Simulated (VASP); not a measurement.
Calculation: PBE GGA, VASP's PBE PAW potentials (set 64) (plane waves; VASP 6.6.1).

Input for VASP

**INCAR**
```
LASPH=.True.   ! aspherical one-centre terms
EDIFF=1E-5
LMAXMIX=4   ! l cut-off of mixed one-centre charges
PREC=Normal
ISMEAR=0
IBRION=2   ! conjugate gradients
ENCUT=400   ! plane-wave cut-off (eV)
LCHARG=.False.
ISIF=2
NELM=100   ! most electronic steps
LWAVE=.False.
SYSTEM=CdTe
NSW=20
GGA=PE   ! PBE
NELMIN=4
LREAL=.False.   ! projection in real space or not
EDIFFG=-0.03
ALGO=Fast
SIGMA=0.05
```

### POSCAR
```
CdTe
1
    0.0000000000     3.3124731336     3.3124731336
    3.3124731336     0.0000000000     3.3124731336
    3.3124731336     3.3124731336     0.0000000000
Cd Te
1 1
Direct
  0.0000000000   0.0000000000   0.0000000000
  0.7500000000   0.7500000000   0.7500000000
```

### KPOINTS
```
Automatic mesh
0
Gamma
  8 8 8
0 0 0
```

POTCAR, in this order: Cd Te (PBE.64 set). Program: vasp_std.

Output

### OUTCAR
```
 ion  position               nearest neighbor table
   1  0.000  0.000  0.000-   2 2.87   2 2.87   2 2.87   2 2.87
   2  0.750  0.750  0.750-   1 2.87   1 2.87   1 2.87   1 2.87
  LATTYP: Found a face centered cubic cell.
 ALAT       =     6.6249462672
 Subroutine PRICEL returns:
 Original cell was already a primitive cell.
 Subroutine GETGRP returns: Found 24 space group operations
The static configuration has the point symmetry T_d .
The dynamic configuration has the point symmetry T_d .
 Subroutine INISYM returns: Found 24 space group operations
 Subroutine IBZKPT returns following result:
 Found     29 irreducible k-points:

 Following reciprocal coordinates:
            Coordinates               Weight
  0.000000  0.000000  0.000000      1.000000
  0.125000  0.000000  0.000000      8.000000
  0.250000  0.000000  0.000000      8.000000
  0.375000  0.000000  0.000000      8.000000
  0.500000  0.000000  0.000000      4.000000
  0.125000  0.125000  0.000000      6.000000
  0.250000  0.125000  0.000000     24.000000
  0.375000  0.125000  0.000000     24.000000
  0.500000  0.125000  0.000000     24.000000
 -0.375000  0.125000  0.000000     24.000000
 -0.250000  0.125000  0.000000     24.000000
 -0.125000  0.125000  0.000000     12.000000
  0.250000  0.250000  0.000000      6.000000
  0.375000  0.250000  0.000000     24.000000
  0.500000  0.250000  0.000000     24.000000
 -0.375000  0.250000  0.000000     24.000000
 -0.250000  0.250000  0.000000     12.000000
  0.375000  0.375000  0.000000      6.000000
  0.500000  0.375000  0.000000     24.000000
 -0.375000  0.375000  0.000000     12.000000
  0.500000  0.500000  0.000000      3.000000
  0.375000  0.250000  0.125000     24.000000
  0.500000  0.250000  0.125000     48.000000
 -0.375000  0.250000  0.125000     24.000000
  0.500000  0.375000  0.125000     24.000000
 -0.375000  0.375000  0.125000     48.000000
 -0.250000  0.375000  0.125000     24.000000
 -0.375000  0.500000  0.125000     12.000000
 -0.250000  0.500000  0.250000      6.000000
   k-points           NKPTS =     29   k-points in BZ     NKDIM =     29   number of bands    NBANDS=     13
   number of dos      NEDOS =    301   number of ions     NIONS =      2
   total plane-waves  NPLWV =  13824
   dimension x,y,z NGX =    24 NGY =   24 NGZ =   24
   dimension x,y,z NGXF=    48 NGYF=   48 NGZF=   48
   ions per type =               1   1
   PREC   = normal    normal or accurate (medium, high low for compatibility)
   ISTART =      0    job   : 0-new  1-cont  2-samecut
   ICHARG =      2    charge: 1-file 2-atom 10-const
   ISPIN  =      1    spin polarized calculation?
   LNONCOLLINEAR =      F non collinear calculations
   LSORBIT =      F    spin-orbit coupling
   INIWAV =      1    electr: 0-lowe 1-rand  2-diag
   ENCUT  =  400.0 eV  29.40 Ry    5.42 a.u.   7.64  7.64  7.64*2*pi/ulx,y,z
   NELM   =    100;   NELMIN=  4; NELMDL= -5     # of ELM steps
   EDIFF  = 0.1E-04   stopping-criterion for ELM
   LREAL  =      F    real-space projection
   NLSPLINE    = F    spline interpolate recip. space projectors
   LMAXMIX     =    4 max onsite mixed and CHGCAR
   VOSKOWN=      0    Vosko Wilk Nusair interpolation
   EDIFFG = -.3E-01   stopping-criterion for IOM
   NSW    =     20    number of steps for IOM
   NBLOCK =      1;   KBLOCK =     20    inner block; outer block
   IBRION =      2    ionic relax: 0-MD 1-quasi-New 2-CG
   NFREE  =      1    steps in history (QN), initial steepest desc. (CG)
   ISIF   =      2    stress and relaxation
   ISYM   =      2    0-nonsym 1-usesym 2-fastsym
   TEIN   =    0.0    initial temperature
   TEBEG  =    0.0;   TEEND  =   0.0 temperature during run
   SMASS  =  -3.00    Nose mass-parameter (am)
...
```

File OSZICAR:
```
       N       E                     dE             d eps       ncg     rms          rms(c)
DAV:   1     0.879005000851E+02    0.87901E+02   -0.72693E+03   762   0.960E+02
DAV:   2    -0.153543163094E+01   -0.89436E+02   -0.86460E+02   844   0.252E+02
DAV:   3    -0.501182915857E+01   -0.34764E+01   -0.34702E+01   904   0.530E+01
DAV:   4    -0.504601684013E+01   -0.34188E-01   -0.34185E-01  1086   0.451E+00
DAV:   5    -0.504610336252E+01   -0.86522E-04   -0.86522E-04   894   0.215E-01    0.512E+00
RMM:   6    -0.482516255408E+01    0.22094E+00   -0.43409E-01   754   0.513E+00    0.403E+00
RMM:   7    -0.480941053879E+01    0.15752E-01   -0.11199E-01   754   0.193E+00    0.157E+00
RMM:   8    -0.480971824654E+01   -0.30771E-03   -0.61052E-03   754   0.868E-01    0.404E-01
RMM:   9    -0.481003979932E+01   -0.32155E-03   -0.11704E-03   758   0.306E-01    0.980E-02
RMM:  10    -0.481008297951E+01   -0.43180E-04   -0.19622E-04   766   0.109E-01    0.329E-02
RMM:  11    -0.481010342716E+01   -0.20448E-04   -0.30362E-05   568   0.489E-02    0.174E-02
RMM:  12    -0.481010413383E+01   -0.70668E-06   -0.63465E-06   487   0.215E-02
   1 F= -.48101041E+01 E0= -.48101041E+01  d E =-.481010E+01
```

### OUTCAR
```
------------------------ aborting loop because EDIFF is reached ----------------------------------------
  FORCE on cell =-STRESS in cart. coord.  units (eV):
  Direction    XX          YY          ZZ          XY          YZ          ZX
  --------------------------------------------------------------------------------------
  Total       -0.1319428     -0.1319428     -0.1319428     -0.0000000     -0.0000000     -0.0000000
  in kB       -2.9080982     -2.9080982     -2.9080982     -0.0000000     -0.0000000     -0.0000000
  external PRESSURE =      -2.9080982 kB  Pullay stress =       0.0000000 kB
  volume of cell :       72.69
      direct lattice vectors                 reciprocal lattice vectors
     0.000000000  3.312473134  3.312473134    -0.150944620  0.150944620  0.150944620
     3.312473134  0.000000000  3.312473134     0.150944620 -0.150944620  0.150944620
     3.312473134  3.312473134  0.000000000     0.150944620  0.150944620 -0.150944620
  FREE ENERGIE OF THE ION-ELECTRON SYSTEM (eV)
  ---------------------------------------------------
  free  energy   TOTEN  =        -4.8101041338 eV

  energy  without entropy=       -4.8101041338  energy(sigma->0) =       -4.81010413

 reached required accuracy - stopping structural energy minimisation
```
(Selected blocks of OUTCAR.)

The compound is CdTe in the zinc blende structure. It was relaxed first, which changed the volume by +7 %.
